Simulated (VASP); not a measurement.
An input for Ansatz (written as the equivalent of a VASP run, and not itself run):

Ansatz 0.2 input:
```yaml
crystal:
  lattice:
    - [4.2150000, 0.0000000, 0.0000000]
    - [-2.1075000, 3.6502970, 0.0000000]
    - [0.0000000, 0.0000000, 7.0250000]
  atoms:
    - { symbol: Ba, position: [0.0000000, 0.0000000, 0.0000000] }
    - { symbol: Ba, position: [0.0000000, 0.0000000, 0.5000000] }
    - { symbol: O, position: [0.3333330, 0.6666670, 0.2500000] }
    - { symbol: O, position: [0.6666670, 0.3333330, 0.7500000] }
kpoints:
  mp_grid: { grid: [7, 7, 4] }
hamiltonian:
  xc: pbesol
  pseudopotentials: { kind: paw }
scf:
  occupations: { method: gaussian, width: 0.05 }
  max_iter: 100
relax:
  max_steps: 60
  f_tol: 0.01
  cell: {}
output: { forces: true, stress: true, eigenvalues: true }
```

**Question.** Write the VASP files for the same calculation (PBEsol).

**Answer.** Several could match; the one computed here: 
**POSCAR**
```
BaO
1.0
  4.2150000000   0.0000000000   0.0000000000
 -2.1075000000   3.6502970000   0.0000000000
  0.0000000000   0.0000000000   7.0250000000
Ba O
2 2
Cart
  0.0000000000   0.0000000000   0.0000000000
  0.0000000000   0.0000000000   3.5125000000
 -0.0000021075   2.4335325501   1.7562500000
  2.1075021075   1.2167644499   5.2687500000
```

### KPOINTS
```
K-points
0
Gamma
  7 7 4
0 0 0
```

INCAR:
```
! general
SYSTEM =BaO
PREC   =Accurate
ENCUT  =520
LREAL  =.False.
LASPH  =.True.

! electronic loop
EDIFF  =1E-6
NELM   =100
ALGO   =Normal
LMAXMIX=4

! smearing
ISMEAR =0
SIGMA  =0.05

! functional
GGA    =PS

! ions
IBRION =2
NSW    =60
ISIF   =3
EDIFFG =-0.01

! output
LWAVE  =.False.
LCHARG =.False.
```

POTCAR, in this order: Ba_sv O (PBE.64 set). Program: vasp_std.

Limits of the translation: each code has its own PAW files, so the cut-off isn't converted (ENCUT is set for VASP's; basis.ecutwfc is left out, and Ansatz then takes the one that its files recommend); Ansatz stops its SCF on the density residual and VASP on the energy change (EDIFF).

The structure was generated: BaO was put into the NiAs type type (P6_3/mmc), which need not be its known phase. This run relaxes it. Symmetry was kept, so distortions that lower it aren't found.
